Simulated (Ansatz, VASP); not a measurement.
# PdPt (Pd-Pt stack, (111) layers): VASP beside Ansatz, part 2 of 2

Aim: how closely do two programs agree when they are given the same cell, functional and k mesh? The cell is taken from a series of runs on this material, whose earlier steps may have relaxed, scaled, displaced or heated it; both programs get it as it stands.

VASP 6.6.1 and Ansatz 0.2.0.

So far: The structure; VASP: zone-centre phonons, PBEsol.

## 3. Ansatz: zone-centre phonons, PBEsol

Level of this step: Ansatz beside VASP: Kohn-Sham DFT, plane waves, PBEsol (Ansatz).

Ansatz runs on its default PAW (the set named soft_2) files.

The same cell, functional, mesh and smearing now go to Ansatz, which takes its cutoff from its data sets.

File input.yaml:

```yaml
crystal:
  lattice:
    - [2.6543288293, 0.0, 0.0]
    - [-1.3271644146, 2.2987161962, 0.0]
    - [0.0, 0.0, 28.3264248055]
  atoms:
    - { symbol: Pd, position: [0.0, 0.0, 0.193066858] }
    - { symbol: Pt, position: [0.3333333333, 0.6666666667, 0.2751606042] }
  periodic: [true, true, false]
kpoints:
  mp_grid: { grid: [8, 8, 1] }
hamiltonian:
  xc: pbesol
scf:
  occupations: { method: methfessel_paxton, width: 0.2 }
output:
  eigenvalues: true
phonons:
  method: dfpt
  qmesh: [2, 2, 1]
  temperatures: { t_max: 1000, t_step: 50 }
  qpath:
    path:
      - [0.0, 0.0, 0.0]
      - [0.5, 0.0, 0.0]
      - [0.33333333, 0.33333333, 0.0]
      - [0.0, 0.0, 0.0]
    npoints: 10
```

Command:

```console
ansatz run input.yaml --threads 4 --pin off --max-ram 16384MiB --backend cpu --events-out ev --progress --plain --runs-dir out
```

Numbers of over 12 decimals in the logs are rounded to 6 here.

What it wrote:

```text
Engine: ansatz 0.2.0, aarch64-unknown-linux-gnu
Pseudopotentials: kind: paw
Pseudopotential: Pd, paw, valence charge 18, recommended cutoff 420 eV (normal), Pd.paw.azcp
Pseudopotential: Pt, paw, valence charge 18, recommended cutoff 420 eV (normal), Pt.paw.azcp
Functional definition: PBEsol
  exchange = pbesol_x
  correlation = pbesol_c
Crystal: 2 atoms, lattice volume = 172.835 Å³
Basis set: ecut = 420 eV, 3461 PW (Γ), exchange–correlation on 36×36×384 points (8 copies of the dense FFT grid, shifted against one another)
Bands: 22, of which v1, the nominal top of the filled ones, is band 18 counted from 1 (17 counted from 0)
Symmetry: 6 space group operations
k-points: 10 of 64 (time reversal used)
Non-local potential: Pd, projectors of the file, l = 0: 2, l = 1: 2, l = 2: 2, l = 3: 1
Non-local potential: Pt, projectors of the file, l = 0: 3, l = 1: 2, l = 2: 2, l = 3: 1
PAW form: soft (Blöchl's): semilocal exchange-correlation on the pseudo side does not see the compensation charge
PAW frozen core: Pd, regenerated for the run's functional, and the local potential with it (the file was generated under x = pbe(κ = 0.804, μ = 0.219515), c = pbe(β = 0.066725))
PAW frozen core: Pt, regenerated for the run's functional, and the local potential with it (the file was generated under x = pbe(κ = 0.804, μ = 0.219515), c = pbe(β = 0.066725))
PAW one-centre angular grid: Pd, 590 points (default); XC on 64 Gauss nodes
PAW one-centre angular grid: Pt, 590 points (default); XC on 64 Gauss nodes
Initial density: superposition of atomic densities (neutral atoms: chi_scale 0, normalization atom), corrected by the library's trained network
Initial wavefunctions: pseudopotential atomic-orbital guess
Functional: x = pbesol(κ = 0.804, μ = 0.123457), c = pbesol(β = 0.046)
SCF iter   1: F=—  HF=-19289.209439 eV  |F-HF|=—  |Δ(HF+E_count)|=         —  Δρ=5.98e-3  dr2=5.59e-1  ethr=1.77e-3  ⟨swp⟩=13.3  Hψ=1851  notcnv=0
preconditioner: auto → LDOS  [metal: Δε(μ)=0.031 eV  Ē_g=7.472 eV  σ=0.200 eV  W_gap=0.13  n_scr=18 (ndim 8)  ℏωp=12.6 eV  f_vac=0.774  D(μ)=3.80/eV (n_scr^D=16)  β→1.0]
SCF iter   2: F=—  HF=-19289.208386 eV  |F-HF|=—  |Δ(HF+E_count)|=   1.05e-3  S|Δr|=    0.00e0  Δρ=6.68e-3  dr2=8.71e-2  ethr=1.55e-3  ⟨swp⟩=3.6  Hψ=462  notcnv=0  defer=1
SCF iter   3: F=—  HF=-19289.189183 eV  |F-HF|=—  |Δ(HF+E_count)|=   1.92e-2  S|Δr|=    0.00e0  Δρ=2.47e-3  dr2=3.34e-2  ethr=2.42e-4  ⟨swp⟩=3.6  Hψ=436  notcnv=0  defer=1
SCF iter   4: F=—  HF=-19289.188999 eV  |F-HF|=—  |Δ(HF+E_count)|=   1.84e-4  S|Δr|=    0.00e0  Δρ=1.18e-3  dr2=1.29e-2  ethr=9.27e-5  ⟨swp⟩=2.6  Hψ=332  notcnv=0  defer=1
SCF iter   5: F=—  HF=-19289.188236 eV  |F-HF|=—  |Δ(HF+E_count)|=   7.63e-4  S|Δr|=    0.00e0  Δρ=4.75e-4  dr2=4.16e-4  ethr=3.58e-5  ⟨swp⟩=1.6  Hψ=282  notcnv=0  defer=1
SCF iter   6: F=—  HF=-19289.188500 eV  |F-HF|=—  |Δ(HF+E_count)|=   2.65e-4  S|Δr|=    0.00e0  Δρ=2.92e-4  dr2=4.97e-4  ethr=1.15e-6  ⟨swp⟩=3.6  Hψ=574  notcnv=0  defer=1
SCF iter   7: F=—  HF=-19289.188452 eV  |F-HF|=—  |Δ(HF+E_count)|=   4.86e-5  S|Δr|=    0.00e0  Δρ=6.42e-5  dr2=1.76e-5  ethr=1.15e-6  ⟨swp⟩=2.5  Hψ=361  notcnv=0  defer=1
SCF iter   8: F=—  HF=-19289.188425 eV  |F-HF|=—  |Δ(HF+E_count)|=   2.65e-5  S|Δr|=    0.00e0  Δρ=2.18e-5  dr2=1.32e-6  ethr=4.89e-8  ⟨swp⟩=3.7  Hψ=535  notcnv=0  defer=1
SCF iter   9: F=—  HF=-19289.188425 eV  |F-HF|=—  |Δ(HF+E_count)|=   5.68e-8  S|Δr|=    0.00e0  Δρ=7.03e-6  dr2=1.02e-7  ethr=3.67e-9  ⟨swp⟩=3.5  Hψ=502  notcnv=0  defer=1
SCF iter  10: F=—  HF=-19289.188425 eV  |F-HF|=—  |Δ(HF+E_count)|=   1.25e-7  S|Δr|=    0.00e0  Δρ=3.83e-6  dr2=5.31e-8  ethr=2.84e-10  ⟨swp⟩=3.6  Hψ=500  notcnv=0  defer=1
SCF iter  11: F=—  HF=-19289.188425 eV  |F-HF|=—  |Δ(HF+E_count)|=   4.26e-9  S|Δr|=    0.00e0  Δρ=1.10e-6  dr2=5.13e-9  ethr=1.47e-10  ⟨swp⟩=3.1  Hψ=398  notcnv=0  defer=1
SCF iter  12: F=—  HF=-19289.188425 eV  |F-HF|=—  |Δ(HF+E_count)|=   3.25e-9  S|Δr|=    0.00e0  Δρ=3.47e-7  dr2=1.69e-10  ethr=1.43e-11  ⟨swp⟩=3.9  Hψ=501  notcnv=0  defer=1
SCF iter  13: F=—  HF=-19289.188425 eV  |F-HF|=—  |Δ(HF+E_count)|=   1.55e-9  S|Δr|=    0.00e0  Δρ=9.20e-8  dr2=5.58e-11  ethr=1.00e-12  ⟨swp⟩=2.6  Hψ=409  notcnv=0  defer=1
SCF iter  14: F=-19289.188425 eV  HF=-19289.188425 eV  |F-HF|=3.64e-11  |Δ(HF+E_count)|=  4.15e-10  S|Δr|=    0.00e0  Δρ=3.05e-8  dr2=1.45e-12  ethr=1.00e-12  ⟨swp⟩=14.4  Hψ=2049  notcnv=0
SCF 1 converged in 14 iterations: F = -19289.188425 eV  dr2 = 1.45e-12
  greatest PAW one-centre occupation: 1.000 electrons in one spin orbital (limit 2), on the Pt atom at site 1 (counted from 0), in its partial waves of l = 0
phonons: the bands overlap, so this run is a metal and interpolates without the dipole-dipole term. If the crystal is really an insulator or semiconductor, its LO-TO splitting is missing
NSCF: frozen V_eff on 10 k-points
WARN: eigensolver did not converge (k=0): 1 band(s) unlocked after 2 eigensolves, warm-restarted (20 sweeps on the last) at ethr=1.55e-12 eV (storage-precision floor; scheduled 1.00e-12 eV) (lowest unlocked band 21, counted from 0; max residual 4.17e-4 eV among the unlocked bands, 4.17e-4 eV over every band; other slots of this pass that fall short are told together in one closing line; warning suppressed until the next SCF loop or pass starts)
WARN: eigensolver did not converge in 7 slots of this pass, the one above among them; of largest residual over every band (k=1): 1 band(s) unlocked (lowest unlocked band 21, counted from 0; max residual 1.35e-3 eV among the unlocked bands, 1.35e-3 eV over every band); of lowest unlocked band (k=0): band 21
NSCF: frozen V_eff on 21 k-points
DFPT response loops at q = (0, 0, 0) (fractional): preconditioner auto → none (partly filled bands, converged f_vac=0.775); β = 0.50; Broyden in place of MSR1
NSCF: frozen V_eff on 42 k-points
DFPT response loops at q = (0, -0.5, 0) (fractional): mixed as the last ones told, above
SCF converged after 14 iterations
Stability not checked: this state was not tested for a lower state beside it, because cold or Methfessel-Paxton smearing, or corrected tetrahedra, fill the levels in a way that the test cannot read (fill_not_monotonic; see scf.lower_state_search)
Free energy (F): -19289.188425 eV
Harris-Foulkes:  -19289.188425 eV  (|F-HF|=3.64e-11)
Internal energy: -19289.181856 eV  (E = F + TS)
E sigma→0 (E₀):  -19289.186783 eV
Entropy (-TS):   -0.006569 eV (-3.285 meV/atom)
Fermi energy:    -5.628850 eV
Step filling:    the computed levels leave a gap of 0.0069 eV = 0.0 smearing widths at the electron count; against every level under it full and every level over it empty, smearing changes F+E_penalty+E_count by -0.502 meV and its σ→0 estimate by +1.140 meV
--- Per-component energies (eV) ---
  E_band       = -1235.779621
  E_kinetic    = 1151.306485
  E_local      = -112110.949325  (includes V_loc(G=0)·N_el)
  E_nonlocal   = 422.874194
  E_hartree    = 55217.283869
  E_xc         = -426.702422
  E_vxc        = -511.759792  (∫ρ·V_xc dr)
  E_paw        = -13001.779162  (= ΣΔE_a)
  E_vpaw       = -621.819180  (= ΣTr[D̂ρ^β])
  E_aug_tail   = 0.000384  (compensation charges beyond the density's cutoff)
  E_ewald      = 49458.194614
  E_core_change = 0.589505  (= ΣΔE_core)
  E_smearing   = -0.006569  (= −TS)
  E_closure    = -0.000000  (closes the sum)
  Σ components = -19289.188425   (vs F -19289.188425, Δ=0.00e0)
--- Band table (eV; the first three rows and the last of 10) ---
  k-point 0: bands = [... 14 lower, -8.3205, -6.8788, -6.4458, -6.4458, -5.6604, -5.6604, -4.6775, -0.3163]
  k-point 1: bands = [... 14 lower, -7.9608, -7.5915, -6.8039, -6.6078, -5.7396, -5.6818, -3.1124, 0.1141]
  k-point 2: bands = [... 14 lower, -7.4067, -7.2761, -7.1166, -6.6890, -5.7646, -4.7870, -0.9781, 1.3700]
  k-point 9: bands = [... 14 lower, -7.8201, -6.9461, -6.1989, -5.9159, 0.2137, 0.8459, 2.2250, 3.2778]
--- Phonons (Γ-DFPT): 4 representative perturbations + reference (Σ response iterations 21) ---
  ASR residual: 6.936e-5 → 0.000e0 eV/Å²; symmetrization residual: 9.220e-7 eV/Å²
  ASR residual per site (eV/Å²): 1.47e-5 6.94e-5
  Γ frequencies (cm⁻¹): 0.00 0.00 0.00 39.70 39.70 159.08
--- Phonons (arbitrary-q DFPT): 2 irreducible q on the 2×2×1 mesh ---
  q = [0.0000, 0.0000, 0.0000] (star 1, of the zone-centre solve; hermiticity 2.88e-7, symmetrization 2.80e-11): -0.00 0.00 0.00 39.70 39.70 159.08
  q = [0.0000, -0.5000, 0.0000] (star 3, 6 solved perturbations on 21 of 64 k-point pairs; hermiticity 9.39e-6, symmetrization 1.86e-9): 61.24 119.51 124.15 146.49 191.16 234.57
  sum rule: each row above includes the acoustic sum rule's correction from the zone centre's row sums; it moved no ω² by more than (0.31 cm⁻¹)²
  mesh force constants: q→R imaginary residual 1.22e-17; ASR residual 6.936e-5 → 0.000e0 eV/Å²; symmetrization residual 1.066e-14 eV/Å²
  interpolated dispersion: 31 rows × 6 modes
  density of states and harmonic sums: on the 28×28×1 q-mesh, interpolated from the force constants of a 2×2×1 supercell (no non-analytic term)
  largest difference from the sums on the solved wave vectors: F 1.29e-1 eV, S 1.87e-4 and C_V 5.77e-5 eV/K
  zero-point energy: 0.047600 eV/cell   skipped modes (ω ≤ 0): 11, of them read as no rigid motion or as one in doubt: 8 (7.653e-2 modes/cell left out, lowest -15.93 cm⁻¹)   left out of the sums: 1.34e-2 of the cell's modes: C_V's classical limit lies that fraction below 3 k_B per atom; for a crystal, a wire or a layer, F and S can be off by more, and a phonons.interpolated_qmesh denser along its periods is the remedy for the sampling
```

## 4. Differences

Known differences besides the potentials themselves: Ansatz cuts the interaction across the vacuum, VASP repeats the sheet without a dipole correction; VASP's run holds the zone centre alone; the data sets hold 36 valence electrons in Ansatz (on its default PAW (the set named soft_2) files) and 20 in VASP; the cutoff is 420 eV in Ansatz and 500 eV in VASP; Ansatz makes its cores anew for this functional, VASP keeps those of its PBE data sets. Total energies have different zeros and are not compared.

Both answers:

```tsv
quantity	Ansatz	VASP	difference
optical mode 1 to 2 (cm⁻¹)	39.7	39.2	+0.5
optical mode 3 (cm⁻¹)	159.1	158.5	+0.37 %
```

Modes are paired by rising frequency, not by their patterns, so a pair may set unlike modes beside each other; they are those without the splitting of longitudinal modes. Where the cell holds vacuum, a pressure given here is an average over it and none of the material.

## 5. Summary of results

```yaml
r_m_s_difference_of_the_optical_zone_centre_modes_each_program_s_sorted_by_frequency_zone_centre_phonons_pbesol: 0.54 cm⁻¹
```

The r.m.s. difference of the optical zone-centre modes, each program's sorted by frequency is 0.54 cm⁻¹ (zone-centre phonons, PBEsol). The data sets hold unlike numbers of valence electrons (36 in Ansatz and 20 in VASP), so part of the differences may come from the potentials. Such differences can come from data sets, numerical settings and the points named under the comparisons, not from the functional's error against experiment.

[Lines on the potential files, build, host, timing and source positions are cut from VASP's logs without a mark.]

[Logs are printed without paths, hosts, clocks, repeated set-up lines and the standing remarks that a program may print on its own settings, such as how far it seeks lower states.]

[Hosts, paths, dates, database ids (printed as entryN), source tags and the programs' standing remarks are cut or masked in the printed files.]
